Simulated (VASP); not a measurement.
Calculation: HSE06 screened hybrid, VASP's PBE PAW potentials (set 64) (plane waves; VASP).

VASP ran on this input.

### INCAR
```
SYSTEM = C atom
PREC = Normal; ENCUT = 520; LREAL = .False.
LASPH = .True.; ISYM = 0
EDIFF = 1E-6; NELM = 200; ALGO = All
ISMEAR = 0; SIGMA = 0.01
GGA = PE; LHFCALC = .True.; AEXX = 0.25
HFSCREEN = 0.2; PRECFOCK = Fast
ISPIN = 2; MAGMOM = 2; NUPDOWN = 2
LWAVE = .False.; LCHARG = .False.; LORBIT = 10
```

KPOINTS:
```
Automatic mesh
0
Gamma
1 1 1
0 0 0
```

**POSCAR**
```
C atom
1
   12.0000000000     0.0000000000     0.0000000000
    0.0000000000    12.5000000000     0.0000000000
    0.0000000000     0.0000000000    13.0000000000
C
1
Direct
  0.0000000000   0.0000000000   0.0000000000
```

POTCAR, in this order: C (PBE.64 set). Program: vasp_gam. Read from the step before: WAVECAR.

Output

File OUTCAR:
```
 ion  position               nearest neighbor table
   1  0.000  0.000  0.000-
 Subroutine IBZKPT returns following result:
 Found      1 irreducible k-points:

 Following reciprocal coordinates:
            Coordinates               Weight
  0.000000  0.000000  0.000000      1.000000
 Subroutine IBZKPT_HF returns following result:
   k-points           NKPTS =      1   k-points in BZ     NKDIM =      1   number of bands    NBANDS=      7
   number of dos      NEDOS =    301   number of ions     NIONS =      1
   total plane-waves  NPLWV = 392000
   dimension x,y,z NGX =    70 NGY =   70 NGZ =   80
   dimension x,y,z NGXF=   140 NGYF=  140 NGZF=  160
   ions per type =               1
   PREC   = normal    normal or accurate (medium, high low for compatibility)
   ISTART =      1    job   : 0-new  1-cont  2-samecut
   ICHARG =      0    charge: 1-file 2-atom 10-const
   ISPIN  =      2    spin polarized calculation?
   LNONCOLLINEAR =      F non collinear calculations
   LSORBIT =      F    spin-orbit coupling
   INIWAV =      1    electr: 0-lowe 1-rand  2-diag
   ENCUT  =  520.0 eV  38.22 Ry    6.18 a.u.  22.31 23.24 24.17*2*pi/ulx,y,z
   NELM   =    200;   NELMIN=  2; NELMDL=  0     # of ELM steps
   EDIFF  = 0.1E-05   stopping-criterion for ELM
   LREAL  =      F    real-space projection
   NLSPLINE    = F    spline interpolate recip. space projectors
   LMAXMIX     =    2 max onsite mixed and CHGCAR
   VOSKOWN=      0    Vosko Wilk Nusair interpolation
   EDIFFG = 0.1E-04   stopping-criterion for IOM
   NSW    =      0    number of steps for IOM
   NBLOCK =      1;   KBLOCK =      1    inner block; outer block
   IBRION =     -1    ionic relax: 0-MD 1-quasi-New 2-CG
   NFREE  =      0    steps in history (QN), initial steepest desc. (CG)
   ISIF   =      0    stress and relaxation
   ISYM   =      0    0-nonsym 1-usesym 2-fastsym
   TEIN   =    0.0    initial temperature
   TEBEG  =    0.0;   TEEND  =   0.0 temperature during run
   SMASS  =  -3.00    Nose mass-parameter (am)
   PSTRESS=    0.0 pullay stress
   NELECT =       4.0000    total number of electrons
   EFERMI =   0.00;   METHOD = LEGACY
   ISMEAR =     0;   SIGMA  =   0.01  broadening in eV -4-tet -1-fermi 0-gaus
   IALGO  =     58    algorithm
   LDIAG  =      T    sub-space diagonalisation (order eigenvalues)
   IMIX   =      4    mixing-type and parameters
     AMIX     =   0.40;   BMIX     =  1.00
     AMIX_MAG =   1.60;   BMIX_MAG =  1.00
     AMIN     =   0.10
   GGA     = PE    functional components
   VOSKOWN =     0    Vosko Wilk Nusair interpolation
   LHFCALC =     T    Hartree Fock is set to
   NKREDX  =     1    reduce k-point grid by
   AEXX    =    0.2500 exact exchange contribution
   HFSCREEN=    0.2000 screening length (either q_TF or 0.3 A-1)
   HFRCUT  =    0.0000 spherical cutoff for potential kernel
   AGGAX   =    0.7500 GGA exchange part
   ALDAC   =    1.0000 LDA correlation
   AGGAC   =    1.0000 GGA correlation
  energy-cutoff  :      520.00
  volume of cell :     1950.00
      direct lattice vectors                 reciprocal lattice vectors
    12.000000000  0.000000000  0.000000000     0.083333333  0.000000000  0.000000000
     0.000000000 12.500000000  0.000000000     0.000000000  0.080000000  0.000000000
     0.000000000  0.000000000 13.000000000     0.000000000  0.000000000  0.076923077
 k-point     1 :   0.0000 0.0000 0.0000  plane waves:   26244
 maximum number of plane-waves:     26244
```

**OSZICAR**
```
       N       E                     dE             d eps       ncg     rms           ort
SDA:   1    -0.221668216291E+01   -0.22167E+01    0.00000E+00     7   0.326E-01   0.000E+00
CGA:   2    -0.222877334122E+01   -0.12091E-01   -0.12089E-01     7   0.565E-02  -0.886E-03
SDA:   3    -0.287100780924E+01   -0.64223E+00   -0.65386E+00     7   0.974E-01  -0.727E-02
SDA:   4    -0.288446973517E+01   -0.13462E-01   -0.76638E-01     7   0.224E+00  -0.900E-01
CGA:   5    -0.292923717128E+01   -0.44767E-01   -0.44702E-01     7   0.114E-01  -0.425E-04
CGA:   6    -0.293261161546E+01   -0.33744E-02   -0.33743E-02     7   0.116E-02  -0.916E-05
CGA:   7    -0.293300253984E+01   -0.39092E-03   -0.39099E-03     7   0.208E-03  -0.204E-05
CGA:   8    -0.293307899813E+01   -0.76458E-04   -0.76435E-04     7   0.462E-04   0.366E-06
CGA:   9    -0.293309667628E+01   -0.17678E-04   -0.17663E-04     7   0.883E-05   0.218E-06
CGA:  10    -0.293310044809E+01   -0.37718E-05   -0.37786E-05     7   0.205E-05  -0.649E-07
CGA:  11    -0.293310116008E+01   -0.71199E-06   -0.71118E-06     7   0.356E-06   0.424E-07
   1 F= -.29331012E+01 E0= -.29331012E+01  d E =-.317845E-25  mag=     2.0000
```

**OUTCAR**
```
------------------------ aborting loop because EDIFF is reached ----------------------------------------
  volume of cell :     1950.00
      direct lattice vectors                 reciprocal lattice vectors
    12.000000000  0.000000000  0.000000000     0.083333333  0.000000000  0.000000000
     0.000000000 12.500000000  0.000000000     0.000000000  0.080000000  0.000000000
     0.000000000  0.000000000 13.000000000     0.000000000  0.000000000  0.076923077
 POSITION                                       TOTAL-FORCE (eV/Angst)
 -----------------------------------------------------------------------------------
      0.00000      0.00000      0.00000        -0.000000     -0.000000      0.000000
 -----------------------------------------------------------------------------------
    total drift:                               -0.000000     -0.000000      0.000000
  FREE ENERGIE OF THE ION-ELECTRON SYSTEM (eV)
  ---------------------------------------------------
  free  energy   TOTEN  =        -2.9331011601 eV

  energy  without entropy=       -2.9331011601  energy(sigma->0) =       -2.93310116

  exchange ACFDT corr.  =         0.00000000  see jH, gK, PRB 81, 115126

 total charge

# of ion       s       p       d       tot
------------------------------------------
    1        1.053   0.959   0.000   2.012

 magnetization (x)

# of ion       s       p       d       tot
------------------------------------------
    1        0.030   0.959   0.000   0.988
```
(Selected blocks of OUTCAR.)

The atom may not be in its lowest state.

The cell is a free atom in a box.
